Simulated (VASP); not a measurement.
Consider the following.

```
ZrC
1.0
    0.00000     2.35000     2.35000
    2.35000     0.00000     2.35000
    2.35000     2.35000     0.00000
Zr C
1 1
Direct
  0.00000   0.00000   0.00000
  0.50000   0.50000   0.50000
```

Calculation: PBE GGA, VASP's PBE PAW potentials (set 64) (plane waves; VASP 6.6.1). Numerical set-up: 450 eV cut-off, 12×12×12 Γ-centred mesh, first-order Methfessel-Paxton smearing of 0.10 eV, potentials Zr_sv C.

At this cut-off the stress carries a Pulay error, which pulls relaxed volumes low.

Problem. Give the stress tensor in GPa (positive for a compressed cell).

Solution. 
```
1.46  0.00  0.00
0.00  1.46  0.00
0.00  0.00  1.46
```
The pressure is its mean diagonal, 1.46 GPa.

The compound is ZrC in the rock salt structure. The cell was not relaxed at this level. The run is one of a series of settings (ENCUT = 450 against the base run), some of them coarse on purpose.
